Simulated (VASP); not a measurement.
Given:

```
TiO2
1.0
   -1.90943     1.90943     4.85366
    1.90943    -1.90943     4.85366
    1.90943     1.90943    -4.85366
Ti O
2 4
Cartesian
  0.00000   0.00000   0.00000
  0.00000   1.90943   2.42683
  0.00000   1.90943   4.43770
  0.00000   0.00000   2.01087
  0.00000   0.00000   7.69645
  0.00000   1.90943   0.41596
```

Calculation: PBE GGA, VASP's PBE PAW potentials (set 64) (plane waves; VASP). Numerical set-up: 400 eV cut-off, 8×8×8 Γ-centred mesh, Fermi-Dirac smearing of 0.050 eV, potentials Ti_sv O.

At this cut-off the stress carries a Pulay error, which pulls relaxed volumes low. Energy and stress use the plane-wave basis of the starting cell.

### Question
The ions, cell shape and volume are relaxed. What does this cell relax into?

### Answer

```
TiO2
1.0
   -1.89214     1.89214     4.77157
    1.89214    -1.89214     4.77157
    1.89214     1.89214    -4.77157
Ti O
2 4
Direct
  0.00000   0.00000   0.00000
  0.75000   0.25000   0.50000
  0.95856   0.45856   0.50000
  0.20856   0.20856   0.00000
  0.79144   0.79144   0.00000
  0.54144   0.04144   0.50000
```
Space group I4_1/amd (141), at a tolerance of 0.03 Å.

### Question
How do energy and volume change from the first to the last step?

### Answer
The energy (σ→0) changes by -10.0 meV/atom and the volume by -3.5 %, in 12 ionic steps.

| step | E(σ→0) (eV) | max force (eV/Å) | pressure (GPa) | volume (Å³) |
|---|---|---|---|---|
| 1 | -53.9126 | 0.084 | -7.92 | 70.78 |
| 2 | -53.8056 | 0.497 | 15.03 | 64.98 |
| 3 | -53.9695 | 0.111 | -0.17 | 68.58 |
| 4 | -53.9695 | 0.115 | -0.04 | 68.54 |
| 5 | -53.9709 | 0.032 | 0.00 | 68.46 |
| 6 | -53.9709 | 0.018 | 0.02 | 68.45 |
| 7 | -53.9717 | 0.013 | -0.03 | 68.43 |
| 8 | -53.9724 | 0.004 | -0.16 | 68.41 |
| 9 | -53.9719 | 0.011 | -0.35 | 68.36 |
| 10 | -53.9725 | 0.001 | -0.18 | 68.39 |
| 11 | -53.9724 | 0.009 | 0.42 | 68.21 |
| 12 | -53.9725 | 0.003 | 0.02 | 68.33 |

The structure comes from a computed database's TiO2 entry; how it stands against other phases isn't given here. This run relaxes it. Symmetry was kept, so distortions that lower it aren't found. The run is one of a series of settings (EDIFFG = -0.01, IBRION = 2, ISIF = 3, NSW = 50 against the base run), some of them coarse on purpose.
